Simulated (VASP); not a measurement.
A VASP calculation is set up with these files.

INCAR:
```
SYSTEM = NiO
PREC = Accurate
ENCUT = 520
EDIFF = 1E-6
NELM = 100
ALGO = Normal
LREAL = .FALSE.
LASPH = .TRUE.
ISMEAR = 0
SIGMA = 0.05
GGA = PE
LMAXMIX = 4
ISPIN = 2
MAGMOM = 2.0 -2.0 0.0 0.0
LORBIT = 10
LWAVE = .FALSE.
LCHARG = .FALSE.
ISIF = 2
```

File POSCAR:
```
NiO
1
    4.2636000000     2.1318000000     2.1318000000
    2.1318000000     4.2636000000     2.1318000000
    2.1318000000     2.1318000000     4.2636000000
Ni O
2 2
Direct
  0.0000000000   0.0000000000   0.0000000000
  0.5000000000   0.5000000000   0.5000000000
  0.2500000000   0.2500000000   0.2500000000
  0.7500000000   0.7500000000   0.7500000000
```

### KPOINTS
```
k-points along high-symmetry lines
5
Line-mode
Reciprocal
  0.000000   0.000000   0.000000 ! GAMMA
  0.500000   0.500000   0.500000 ! T

  0.500000   0.500000   0.500000 ! T
  0.812500   0.187500   0.500000 ! H_2

  0.500000  -0.187500   0.187500 ! H_0
  0.500000  -0.000000  -0.000000 ! L

  0.500000  -0.000000  -0.000000 ! L
  0.000000   0.000000   0.000000 ! GAMMA

  0.000000   0.000000   0.000000 ! GAMMA
  0.343750  -0.343750   0.000000 ! S_0

  0.656250   0.000000   0.343750 ! S_2
  0.500000   0.000000   0.500000 ! F

  0.500000   0.000000   0.500000 ! F
  0.000000   0.000000   0.000000 ! GAMMA
```

POTCAR, in this order: Ni O (PBE.64 set). Program: vasp_std.

What VASP printed:

**standard output**
```
 POSCAR found type information on POSCAR NiO
 POSCAR found :  2 types and       4 ions
 Reading from existing POTCAR
 Reading from existing POTCAR
 LDA part: xc-table for (Slater+PW92), standard interpolation
 POSCAR, INCAR and KPOINTS ok, starting setup
 WAVECAR not read
 entering main loop
       N       E                     dE             d eps       ncg     rms          rms(c)
DAV:   1     0.262022402744E+03    0.26202E+03   -0.15963E+04  2832   0.208E+03
DAV:   2     0.430673335882E+01   -0.25772E+03   -0.23941E+03  2920   0.408E+02
DAV:   3    -0.265289118233E+02   -0.30836E+02   -0.29272E+02  3220   0.158E+02
DAV:   4    -0.276024092686E+02   -0.10735E+01   -0.10638E+01  3196   0.303E+01
DAV:   5    -0.276345549429E+02   -0.32146E-01   -0.32118E-01  3396   0.495E+00    0.212E+01
DAV:   6    -0.270765615690E+02    0.55799E+00   -0.71892E+01  4224   0.132E+02    0.319E+01
DAV:   7    -0.222108374259E+02    0.48657E+01   -0.15445E+01  3684   0.106E+02    0.779E+00
DAV:   8    -0.225886656592E+02   -0.37783E+00   -0.33690E+00  3140   0.154E+01    0.514E+00
DAV:   9    -0.225268929105E+02    0.61773E-01   -0.18645E-01  4612   0.890E+00    0.151E+00
DAV:  10    -0.225445302852E+02   -0.17637E-01   -0.54490E-02  3516   0.286E+00    0.705E-01
DAV:  11    -0.225409575982E+02    0.35727E-02   -0.10152E-02  4544   0.181E+00    0.176E-01
DAV:  12    -0.225411895024E+02   -0.23190E-03   -0.34378E-03  4152   0.665E-01    0.634E-02
DAV:  13    -0.225411814800E+02    0.80225E-05   -0.11110E-04  3032   0.117E-01    0.414E-02
DAV:  14    -0.225411982574E+02   -0.16777E-04   -0.13113E-04  3392   0.132E-01    0.243E-02
DAV:  15    -0.225411961119E+02    0.21456E-05   -0.13314E-05  3020   0.519E-02    0.100E-02
DAV:  16    -0.225411960037E+02    0.10814E-06   -0.39586E-06  3028   0.317E-02
   1 F= -.22541196E+02 E0= -.22541196E+02  d E =-.162642E-10  mag=     0.0000
```

OUTCAR:
```
------------------------ aborting loop because EDIFF is reached ----------------------------------------
  FORCE on cell =-STRESS in cart. coord.  units (eV):
  Direction    XX          YY          ZZ          XY          YZ          ZX
  --------------------------------------------------------------------------------------
  Total       -2.2516535     -2.2516535     -2.2516535     -0.1371476     -0.1371476     -0.1371476
  in kB      -93.0920909    -93.0920909    -93.0920909     -5.6702153     -5.6702153     -5.6702153
  external PRESSURE =     -93.0920909 kB  Pullay stress =       0.0000000 kB
  volume of cell :       38.75
      direct lattice vectors                 reciprocal lattice vectors
     4.263600000  2.131800000  2.131800000     0.351815367 -0.117271789 -0.117271789
     2.131800000  4.263600000  2.131800000    -0.117271789  0.351815367 -0.117271789
     2.131800000  2.131800000  4.263600000    -0.117271789 -0.117271789  0.351815367
 POSITION                                       TOTAL-FORCE (eV/Angst)
 -----------------------------------------------------------------------------------
      0.00000      0.00000      0.00000        -0.000000      0.000000     -0.000000
      4.26360      4.26360      4.26360         0.000000     -0.000000     -0.000000
      2.13180      2.13180      2.13180        -0.000000      0.000000      0.000000
      6.39540      6.39540      6.39540         0.000000     -0.000000      0.000000
 -----------------------------------------------------------------------------------
    total drift:                                0.000000     -0.000000     -0.000000
  FREE ENERGIE OF THE ION-ELECTRON SYSTEM (eV)
  ---------------------------------------------------
  free  energy   TOTEN  =       -22.5411960037 eV

  energy  without entropy=      -22.5411960037  energy(sigma->0) =      -22.54119600

 total charge

# of ion       s       p       d       tot
------------------------------------------
    1        0.316   0.317   8.271   8.904
    2        0.316   0.317   8.271   8.904
    3        1.540   3.410   0.000   4.950
    4        1.540   3.410   0.000   4.950
--------------------------------------------------
tot          3.713   7.454  16.541  27.708

 magnetization (x)

# of ion       s       p       d       tot
------------------------------------------
    1       -0.004  -0.012   1.292   1.276
    2        0.004   0.012  -1.292  -1.276
    3        0.000   0.000   0.000   0.000
    4        0.000   0.000   0.000   0.000
--------------------------------------------------
tot          0.000  -0.000   0.000  -0.000
```
(Selected blocks of OUTCAR.)

Question: The run ends quietly. Is anything wrong with it?

Answer: The cause: a line-mode KPOINTS file was used for a self-consistent run. The run ends without an error. Against the sound run, the energy per atom (σ→0) increases by 0.223 eV/atom; the pressure falls by 0.42 GPa. To mend it, correct KPOINTS.
KPOINTS:
```
Automatic mesh
0
Gamma
7 7 7
0 0 0
```
The mended run (PBE GGA, plane waves, VASP's PBE PAW potentials (set 64)) converges, and its OSZICAR ends with
```
   1 F= -.23433493E+02 E0= -.23433493E+02  d E =-.406424E-13  mag=     0.0000
```

The compound is NiO in the rock salt, AFM-II order structure. The cell was not relaxed at this level.
